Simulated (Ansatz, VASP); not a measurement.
# Be2Cd2S: VASP beside Ansatz

File INCAR:

```
SYSTEM = Be2Cd2S
PREC     = Accurate       ! precision mode
ENCUT    = 520            ! plane-wave cutoff, eV
EDIFF    = 1E-6           ! SCF threshold, eV
ISMEAR   = 0              ! smearing method
SIGMA    = 0.1            ! smearing width, eV
LREAL    = .False.        ! projectors in reciprocal space
LASPH    = .True.         ! aspherical terms in the spheres
NELM     = 60             ! most SCF steps
ALGO     = Normal         ! electronic algorithm
ISIF     = 2              ! what is computed and relaxed
LWAVE    = .False.        ! write WAVECAR
LCHARG   = .True.         ! write CHGCAR
GGA      = PE             ! functional
LELF     = .True.         ! ELF
LVHAR    = .True.       
NBANDS   = 25             ! bands
```

KPOINTS

```
Automatic mesh
0
Gamma
  4 4 4
  0 0 0
```

The input POSCAR:

```
Be2Cd2S
1.0
    4.5956212600      0.0000000000      0.0000000000
    0.0000000000      4.5956212600      0.0000000000
    0.0000000000      0.0000000000      4.3466982100
Be Cd S
2 2 1
Direct
    0.5000000000      0.0000000000      0.7093089200
    0.0000000000      0.5000000000      0.7093089200
    0.5000000000      0.0000000000      0.2143185200
    0.0000000000      0.5000000000      0.2143185200
    0.0000000000      0.0000000000      0.4329365700
```

Input for Ansatz:

```yaml
crystal:
  lattice:
    - [4.59562126, 0.0, 0.0]
    - [0.0, 4.59562126, 0.0]
    - [0.0, 0.0, 4.34669821]
  atoms:
    - { symbol: Be, position: [0.5, 0.0, 0.70930892] }
    - { symbol: Be, position: [0.0, 0.5, 0.70930892] }
    - { symbol: Cd, position: [0.5, 0.0, 0.21431852] }
    - { symbol: Cd, position: [0.0, 0.5, 0.21431852] }
    - { symbol: S, position: [0.0, 0.0, 0.43293657] }
basis:
  ecutwfc: 420
kpoints:
  mp_grid: { grid: [4, 4, 4] }
hamiltonian:
  xc: pbe
scf:
  occupations: { method: gaussian, width: 0.1 }
  lower_state_search: "off"
output:
  forces: true
  stress: true
  eigenvalues: true
```

Alike in both runs: task single point; functional PBE; k mesh 4 × 4 × 4; occupations gaussian, width 0.1 eV; no spin polarisation.

|  | VASP | Ansatz |
| --- | --- | --- |
| version | VASP 6.6.1 | Ansatz 0.2.0 |
| potentials or method | VASP PAW PBE potentials, release 64 (Be, Cd, S) | scalar-relativistic, plane waves, PAW |
| plane-wave cutoff (eV) | 520 | 420 |
| valence electrons in the cell | 34 | 50 |

```tsv
	VASP	Ansatz	Ansatz less VASP
gap on the k mesh at the Fermi level (eV)	none	none	-
pressure (GPa)	16.5	16.0	-0.46
largest component of the traceless stress (GPa)	17.30	17.28	-0.028
rms of the force components (eV/Å)	1.200	1.171	-0.0290
```

Atom by atom the forces differ by 0.030 eV/Å (rms over components). A gap of «none» marks a metal or a gap that the smearing closes. The two sets of potentials don't hold the same shells in valence.

Caveats: the k mesh is coarse (spacing up to 0.36 Å⁻¹), so the values aren't converged; so large a pressure means that the cell lies far from this level's equilibrium, or that cutoff or potentials fall short (VASP); forces of over 1 eV/Å show positions far from the minimum, so gaps and moduli don't describe the material at rest.
